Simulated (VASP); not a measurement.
# NaBi2H2 (P6/mmm) in VASP: a series of runs

One crystal, NaBi2H2, is run at these levels: PBE; tasks: single point, relaxation of cell and atoms.

All numbers are computed with VASP 6.6.1; they aren't measurements. Logs are shortened: lines on timing, memory, paths and dates and some standing lists are left out, and cuts for length are marked.

### 1 The cell of the first run

Symmetry: P6/mmm, No. 191, hexagonal system. Conventional cell: a = 4.851 Å, b = 4.851 Å, c = 4.874 Å, α = 90.00°, β = 90.00°, γ = 120.00°. Around Na (site symmetry 6/mmm) lie 6 Bi at 2.80 Å. Around Bi (site symmetry -6m2) lie 2 H at 2.44 Å and 3 Bi at 2.80 Å and 3 Na at 2.80 Å. H (site symmetry -6m2) has 2 Bi at 2.44 Å and 3 H at 2.80 Å as nearest neighbours.

The cell was built by a generator and needn't be a form met in nature.

### 2 Single point, PBE (random cell by space group and Wyckoff sites (P6/mmm, No. 191))

Contents of INCAR:

```
SYSTEM = NaBi2H2
PREC = Accurate
ENCUT = 520
EDIFF = 1E-6
ISMEAR = 0
SIGMA = 0.1
LREAL = .FALSE.
LASPH = .TRUE.
NELM = 60
ALGO = Fast
ISIF = 2
LWAVE = .FALSE.
LCHARG = .FALSE.
GGA = PE
NBANDS = 28
```

Contents of KPOINTS:

```
regular mesh
0
G
  6 6 4
  0 0 0
```

Contents of POSCAR:

```
NaBi2H2
1.0
    4.8514643200      0.0000000000      0.0000000000
   -2.4257321600      4.2014913400      0.0000000000
    0.0000000000      0.0000000000      4.8735191700
Na Bi H
1 2 2
Direct
    0.0000000000      0.0000000000      0.0000000000
    0.3333333300      0.6666666700      0.0000000000
    0.6666666700      0.3333333300      0.0000000000
    0.3333333300      0.6666666700      0.5000000000
    0.6666666700      0.3333333300      0.5000000000
```

Potentials or basis: VASP PAW PBE potentials, release 64 (Na_pv, Bi_d, H).

On the command line:

```bash
$ cat potpaw_PBE.64/Na_pv/POTCAR potpaw_PBE.64/Bi_d/POTCAR potpaw_PBE.64/H/POTCAR > POTCAR
$ mpirun -np 1 vasp_std > vasp.out
```

OUTCAR:

```text
SYSTEM = NaBi2H2
   PREC = Accurate
   ENCUT = 520
   EDIFF = 1E-6
   ISMEAR = 0
   LREAL = .FALSE.
   LASPH = .TRUE.
   NELM = 60
   ISIF = 2
   GGA = PE

 ion  position               nearest neighbor table
   1  0.000  0.000  0.000-   2 2.80   3 2.80   2 2.80   3 2.80   3 2.80   2 2.80
   2  0.333  0.667  0.000-   3 2.80   1 2.80   3 2.80   1 2.80   1 2.80   3 2.80
   3  0.667  0.333  0.000-   2 2.80   1 2.80   2 2.80   1 2.80   1 2.80   2 2.80
   4  0.333  0.667  0.500-
   5  0.667  0.333  0.500-

  LATTYP: Found a hexagonal cell.
 ALAT       =     4.8514643200
 C/A-ratio  =     1.0045460192

  Lattice vectors:

 A1 = (   4.8514643200,   0.0000000000,   0.0000000000)
 A2 = (  -2.4257321600,   4.2014913400,   0.0000000000)
 A3 = (   0.0000000000,   0.0000000000,   4.8735191700)

Analysis of symmetry for initial positions (statically):
=====================================================================
 Subroutine PRICEL returns:
 Original cell was already a primitive cell.

 Routine SETGRP: Setting up the symmetry group for a
 hexagonal supercell.

 Subroutine GETGRP returns: Found 24 space group operations
 (whereof 24 operations were pure point group operations)
 out of a pool of 24 trial point group operations.

The static configuration has the point symmetry D_6h.

Analysis of symmetry for dynamics (positions and initial velocities):
=====================================================================
 Subroutine PRICEL returns:
 Original cell was already a primitive cell.

 Routine SETGRP: Setting up the symmetry group for a
 hexagonal supercell.

 Subroutine GETGRP returns: Found 24 space group operations
 (whereof 24 operations were pure point group operations)
 out of a pool of 24 trial point group operations.

The dynamic configuration has the point symmetry D_6h.

 Subroutine INISYM returns: Found 24 space group operations
 (whereof 24 operations are pure point group operations),
 and found     1 'primitive' translations

----------------------------------------------------------------------------------------

                                     Primitive cell

  volume of cell :      99.3388

  direct lattice vectors                    reciprocal lattice vectors
     4.851464320  0.000000000  0.000000000     0.206123334  0.119005363  0.000000000
    -2.425732160  4.201491340  0.000000000     0.000000000  0.238010725  0.000000000
     0.000000000  0.000000000  4.873519170     0.000000000  0.000000000  0.205190534

  length of vectors
     4.851464320  4.851464314  4.873519170     0.238010725  0.238010725  0.205190534

  position of ions in fractional coordinates (direct lattice)
     0.000000000  0.000000000  0.000000000
     0.333333330  0.666666670  0.000000000
     0.666666670  0.333333330  0.000000000
     0.333333330  0.666666670  0.500000000
     0.666666670  0.333333330  0.500000000

  ion indices of the primitive-cell ions
   primitive index   ion index
                 1           1
                 2           2
                 3           3
                 4           4
                 5           5

----------------------------------------------------------------------------------------

 KPOINTS: regular mesh

Automatic generation of k-mesh.
 Grid dimensions read from file:
 generate k-points for:    6    6    4

 Generating k-lattice:

  Cartesian coordinates                     Fractional coordinates (reciprocal lattice)
     0.034353889  0.019834227  0.000000000     0.166666667 -0.000000000  0.000000000
     0.000000000  0.039668454  0.000000000     0.000000000  0.166666667  0.000000000
     0.000000000  0.000000000  0.051297633     0.000000000  0.000000000  0.250000000

  Length of vectors
     0.039668454  0.039668454  0.051297633

  Shift w.r.t. Gamma in fractional coordinates (k-lattice)
     0.000000000  0.000000000  0.000000000

 Subroutine IBZKPT returns following result:
 ===========================================

 Found     21 irreducible k-points:

 Following reciprocal coordinates:
            Coordinates               Weight
  0.000000  0.000000  0.000000      1.000000
  0.166667 -0.000000  0.000000      6.000000
  0.333333  0.000000  0.000000      6.000000
  0.500000  0.000000  0.000000      3.000000
  0.166667  0.166667  0.000000      6.000000
  0.333333  0.166667  0.000000     12.000000
[... 13 lines left out ...]
  0.333333  0.166667  0.500000     12.000000
  0.333333  0.333333  0.500000      2.000000
   k-points           NKPTS =     21   k-points in BZ     NKDIM =     21   number of bands    NBANDS=     28
   number of dos      NEDOS =    301   number of ions     NIONS =      5
   total plane-waves  NPLWV =  46656
   dimension x,y,z NGX =    36 NGY =   36 NGZ =   36
   dimension x,y,z NGXF=    72 NGYF=   72 NGZF=   72
   ions per type =               1   2   2
   NGX,Y,Z   is equivalent  to a cutoff of  12.34, 12.34, 12.28 a.u.
   NGXF,Y,Z  is equivalent  to a cutoff of  24.67, 24.67, 24.56 a.u.
 SYSTEM =  NaBi2H2
   PREC   = accura    normal or accurate (medium, high low for compatibility)
   ISTART =      0    job   : 0-new  1-cont  2-samecut
   ICHARG =      2    charge: 1-file 2-atom 10-const
   ISPIN  =      1    spin polarized calculation?
   LNONCOLLINEAR =      F non collinear calculations
   LSORBIT =      F    spin-orbit coupling
   LASPH  =      T    aspherical Exc in radial PAW
   ENCUT  =  520.0 eV  38.22 Ry    6.18 a.u.   9.02  9.02  9.06*2*pi/ulx,y,z
   NELM   =     60;   NELMIN=  2; NELMDL= -5     # of ELM steps
   EDIFF  = 0.1E-05   stopping-criterion for ELM
   LREAL  =      F    real-space projection
   EDIFFG = 0.1E-04   stopping-criterion for IOM
   NSW    =      0    number of steps for IOM
   IBRION =     -1    ionic relax: 0-MD 1-quasi-New 2-CG
   NFREE  =      0    steps in history (QN), initial steepest desc. (CG)
   ISIF   =      2    stress and relaxation
   ISYM   =      2    0-nonsym 1-usesym 2-fastsym
   POTIM  = 0.5000    time-step for ionic-motion
   TEBEG  =    0.0;   TEEND  =   0.0 temperature during run
   PSTRESS=    0.0 pullay stress
   NELECT =      39.0000    total number of electrons
   NUPDOWN=      -1.0000    fix difference up-down
   EMIN   =  10.00;   EMAX   =-10.00  energy-range for DOS
   EFERMI =   0.00;   METHOD = LEGACY
   ISMEAR =     0;   SIGMA  =   0.10  broadening in eV -4-tet -1-fermi 0-gaus
   EFERMI_NEDOS =   21; number of points for ismear=-14 and -15
   IALGO  =     68    algorithm
   IMIX   =      4    mixing-type and parameters
     AMIX     =   0.40;   BMIX     =  1.00
     AMIX_MAG =   1.60;   BMIX_MAG =  1.00
  volume/ion in A,a.u.               =      19.87       134.07
  Fermi-wavevector in a.u.,A,eV,Ry     =   1.198736  2.265282 19.551120  1.436967
  Thomas-Fermi vector in A             =   2.334617
   LORBIT       =      0    0 simple, 1 ext, 2 COOP (PROOUT), +10 PAW based schemes
   GGA     = PE    functional components
   LHFCALC =     F    Hartree Fock is set to
   AEXX    =    0.0000 exact exchange contribution
   IVDW    =     0    specifies the selected vdW correction
   LEPSILON=     F    determine dielectric tensor
   LRPA    =     F    only Hartree local field effects (RPA)
 non-spin polarized calculation
 RMM-DIIS sequential band-by-band and
 Gauss-broadening in eV      SIGMA  =   0.10
  energy-cutoff  :      520.00
  volume of cell :       99.34
 maximum number of plane-waves:      2692
   NGX = 19   NGY = 19   NGZ = 19

 number of electron      38.9999974 magnetization

 Free energy of the ion-electron system (eV)
  ---------------------------------------------------
  ext. energy  EPLUGINS =         0.00000000
  ---------------------------------------------------
  free energy    TOTEN  =       -11.05043975 eV

  energy without entropy =      -11.03101134  energy(sigma->0) =      -11.04072554

 E-fermi :   5.5727     XC(G=0):  -8.9077

 val. band max:        5.5367189261   @ k =   0.3333   0.3333   0.0000
 cond. band min:       5.6045716954   @ k =   0.1667  -0.0000   0.2500
 fundamental gap:      0.0678527693
 Fermi energy:         5.5726545238

 k-point     1 :       0.0000    0.0000    0.0000
  band No.  band energies     occupation
      1     -20.4148      2.00000
      2     -20.4148      2.00000
      3     -20.2695      2.00000
      4     -18.5004      2.00000
      5     -18.5004      2.00000
      6     -18.4004      2.00000
[... 20 lines left out ...]
     27      13.3900      0.00000
     28      13.4135      0.00000

 k-point     2 :       0.1667   -0.0000    0.0000
  band No.  band energies     occupation
      1     -20.4158      2.00000
      2     -20.4110      2.00000
      3     -20.2700      2.00000
      4     -18.5516      2.00000
      5     -18.5387      2.00000
      6     -18.4011      2.00000
[... 20 lines left out ...]
     27      12.7626      0.00000
     28      12.7818      0.00000

 k-point     3 :       0.3333    0.0000    0.0000
  band No.  band energies     occupation
      1     -20.4112      2.00000
      2     -20.4034      2.00000
      3     -20.2712      2.00000
      4     -18.6337      2.00000
      5     -18.6284      2.00000
      6     -18.3972      2.00000
[... 20 lines left out ...]
     27      12.1099      0.00000
     28      13.0012      0.00000

 k-point     4 :       0.5000    0.0000    0.0000
  band No.  band energies     occupation
      1     -20.4055      2.00000
      2     -20.3997      2.00000
      3     -20.2718      2.00000
      4     -18.6867      2.00000
      5     -18.6601      2.00000
      6     -18.3939      2.00000
[... 485 lines left out ...]
     27      11.8659      0.00000
     28      14.0331      0.00000

 k-point    20 :       0.3333    0.1667    0.5000
  band No.  band energies     occupation
      1     -20.4044      2.00000
      2     -20.3975      2.00000
      3     -20.2726      2.00000
      4     -18.7378      2.00000
      5     -18.5854      2.00000
      6     -18.4353      2.00000
[... 20 lines left out ...]
     27      13.0715      0.00000
     28      14.2128      0.00000

 k-point    21 :       0.3333    0.3333    0.5000
  band No.  band energies     occupation
      1     -20.3961      2.00000
      2     -20.3961      2.00000
      3     -20.2729      2.00000
      4     -18.7857      2.00000
      5     -18.5178      2.00000
      6     -18.5178      2.00000
[... 20 lines left out ...]
     27      12.5473      0.00000
     28      13.6871      0.00000

------------------------ aborting loop because EDIFF is reached ----------------------------------------

  FORCE on cell =-STRESS in cart. coord.  units (eV):
  Direction    XX          YY          ZZ          XY          YZ          ZX
  --------------------------------------------------------------------------------------
  -------------------------------------------------------------------------------------
  Total       20.9730668     20.9730668     -6.7620525      0.0000000      0.0000000      0.0000000
  in kB      338.2622472    338.2622462   -109.0611633      0.0000000      0.0000000      0.0000000
  external PRESSURE =     189.1544434 kB  Pullay stress =       0.0000000 kB

 VOLUME and BASIS-vectors are now :
 -----------------------------------------------------------------------------
  energy-cutoff  :      520.00
  volume of cell :       99.34
      direct lattice vectors                 reciprocal lattice vectors
     4.851464320  0.000000000  0.000000000     0.206123334  0.119005363  0.000000000
    -2.425732160  4.201491340  0.000000000     0.000000000  0.238010725  0.000000000
     0.000000000  0.000000000  4.873519170     0.000000000  0.000000000  0.205190534

 POSITION                                       TOTAL-FORCE (eV/Angst)
 -----------------------------------------------------------------------------------
      0.00000      0.00000      0.00000        -0.000000      0.000000     -0.000000
     -0.00000      2.80099      0.00000        -0.000000      0.000000     -0.000000
      2.42573      1.40050      0.00000         0.000000      0.000000     -0.000000
     -0.00000      2.80099      2.43676        -0.000000      0.000000      0.000000
      2.42573      1.40050      2.43676        -0.000000      0.000000     -0.000000
 -----------------------------------------------------------------------------------
    total drift:                                0.000000      0.000000     -0.000000

  FREE ENERGIE OF THE ION-ELECTRON SYSTEM (eV)
  ---------------------------------------------------
  free  energy   TOTEN  =       -11.0504397457 eV

  energy  without entropy=      -11.0310113416  energy(sigma->0) =      -11.04072554
```

Wall time 22 s (1 thread of Intel Xeon 6975P-C (Granite Rapids), shared host); peak memory 0.23 GiB.

What came out:

| Property | Result |
| --- | --- |
| Free energy | -11.0504 eV |
| Pressure | 18.9 GPa |
| Band gap on the k mesh | none (metal or under the smearing width) |

Levels at points of the mesh, in eV from the Fermi level:
```csv
k point,band 15,band 16,band 17,band 18,band 19,band 20,band 21,band 22,band 23,band 24
"(0.00, 0.00, 0.00)",-8.47,-4.16,-4.16,-3.48,-3.10,-0.06,-0.06,0.06,2.08,2.96
"(0.50, 0.00, 0.00)",-11.76,-5.23,-3.37,-2.21,-2.12,-1.28,-0.58,3.32,3.42,4.24
"(0.00, 0.00, 0.50)",-8.20,-6.43,-4.06,-4.06,-2.54,0.16,0.16,2.02,4.06,5.14
"(0.50, 0.00, 0.50)",-11.59,-5.33,-5.12,-4.18,-3.05,1.91,3.06,3.50,3.53,3.56
```

Caveat: so large a pressure means that the cell lies far from this level's equilibrium, or that cutoff or potentials fall short; spin-orbit coupling is left out, which moves the levels of the heavy elements.

### 3 Single point, PBE (random cell by space group and Wyckoff sites (P6/mmm, No. 191))

Contents of INCAR:

```
  PREC = Accurate
  ENCUT = 520
  EDIFF = 1E-6
  ISMEAR = 0
  SIGMA = 0.1
  LREAL = False
  LASPH = True
  NELM = 100
  ALGO = Normal
  ISIF = 2
  LWAVE = False
  LCHARG = False
  GGA = PE
  NBANDS = 28
```

Contents of KPOINTS:

```
regular mesh
0
Gamma
  6 6 4
```

Contents of POSCAR:

```
NaBi2H2
1.0
    5.7232411514      0.0000000000      0.0000000000
   -2.8616205757      4.9564722291      0.0000000000
    0.0000000000      0.0000000000      4.4016509170
Na Bi H
1 2 2
Direct
    0.0000000000      0.0000000000      0.0000000000
    0.3333333333      0.6666666667      0.0000000000
    0.6666666667      0.3333333333      0.0000000000
    0.3333333333      0.6666666667      0.5000000000
    0.6666666667      0.3333333333      0.5000000000
```

Potentials or basis: VASP PAW PBE potentials, release 64 (Na_pv, Bi_d, H).

On the command line:

```bash
$ cat potpaw_PBE.64/Na_pv/POTCAR potpaw_PBE.64/Bi_d/POTCAR potpaw_PBE.64/H/POTCAR > POTCAR
$ mpirun -np 1 vasp_std > vasp.out
```

It took 37 s on 1 thread of Intel Xeon 6975P-C (Granite Rapids), shared host; peak memory 0.3 GiB.

Results (log left out):

```
Free energy            : -14.4150 eV
Pressure               : 0.2 GPa
Band gap on the k mesh : none (metal or under the smearing width)
```

Stress tensor (GPa, compression positive):
```
 0.25  0.00  0.00
 0.00  0.25  0.00
 0.00  0.00 -0.03
```

Levels at points of the mesh, in eV from the Fermi level:
```tsv
k point	band 18	band 19	band 20	band 21	band 22	band 23
(0.00, 0.00, 0.00)	-1.39	-0.94	-0.11	-0.11	0.13	1.47
(0.50, 0.00, 0.00)	-0.98	-0.45	-0.21	0.60	1.04	2.15
(0.00, 0.00, 0.50)	-2.38	-2.38	0.42	0.42	3.23	3.28
(0.50, 0.00, 0.50)	-3.03	-2.21	1.48	1.94	2.55	3.37
```

Caveat: spin-orbit coupling is left out, which moves the levels of the heavy elements.

(Part 1 of 2 ends here.)
